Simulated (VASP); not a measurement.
An input for Ansatz (written as the equivalent of a VASP run, and not itself run):

Ansatz 0.2 input:
```yaml
crystal:
  lattice:
    - [2.8600000, 0.0000000, 0.0000000]
    - [0.0000000, 2.8600000, 0.0000000]
    - [0.0000000, 0.0000000, 2.8600000]
  atoms:
    - { symbol: Al, position: [0.5000000, 0.5000000, 0.5000000] }
    - { symbol: Co, position: [0.0000000, 0.0000000, 0.0000000] }
kpoints:
  mp_grid: { grid: [11, 11, 11] }
hamiltonian:
  xc: pbe
  pseudopotentials: { kind: paw }
  hubbard:
    sites:
      - { species: Co, l: d, u_eff: 2 }
scf:
  occupations: { method: methfessel_paxton, width: 0.1 }
  max_iter: 100
output: { forces: true, stress: true, eigenvalues: true }
```

Question: Translate this input to VASP (INCAR, KPOINTS, POSCAR, choice of POTCAR).

Answer: Several could match; the one computed here: 
INCAR:
```
PREC=Accurate
LDAUU=0 2.0
LDAU=.True.
EDIFF=1E-6   ! SCF stop (eV)
LREAL=.False.   ! projection in real space or not
ISMEAR=1
NELM=100
LDAUTYPE=2
ALGO=Normal   ! blocked Davidson
ENCUT=400
LASPH=.True.
SYSTEM=CoAl
LMAXMIX=4   ! l cut-off of mixed one-centre charges
LDAUL=-1 2
LORBIT=10
SIGMA=0.1   ! width (eV)
LWAVE=.False.
LDAUPRINT=1
LDAUJ=0 0
ISIF=2   ! forces and stress, cell fixed
GGA=PE
LCHARG=.False.
```

### POSCAR
```
CoAl
1
    2.8600000000     0.0000000000     0.0000000000
    0.0000000000     2.8600000000     0.0000000000
    0.0000000000     0.0000000000     2.8600000000
Al Co
1 1
Direct
  0.5000000000   0.5000000000   0.5000000000
  0.0000000000   0.0000000000   0.0000000000
```

KPOINTS:
```
Automatic mesh
0
Gamma
11 11 11
0 0 0
```

POTCAR, in this order: Al Co (PBE.64 set). Program: vasp_std.

Limits of the translation: each code has its own PAW files, so the cut-off isn't converted (ENCUT is set for VASP's; basis.ecutwfc is left out, and Ansatz then takes the one that its files recommend); Ansatz stops its SCF on the density residual and VASP on the energy change (EDIFF); the +U projectors differ, so the same U acts differently.

The compound is CoAl in the CsCl type structure. The cell was not relaxed at this level. The run is one of a series of settings (LDAU = .TRUE., LDAUJ = 0 0, LDAUL = -1 2, LDAUTYPE = 2, LDAUU = 0 2.0 against the base run), some of them coarse on purpose.
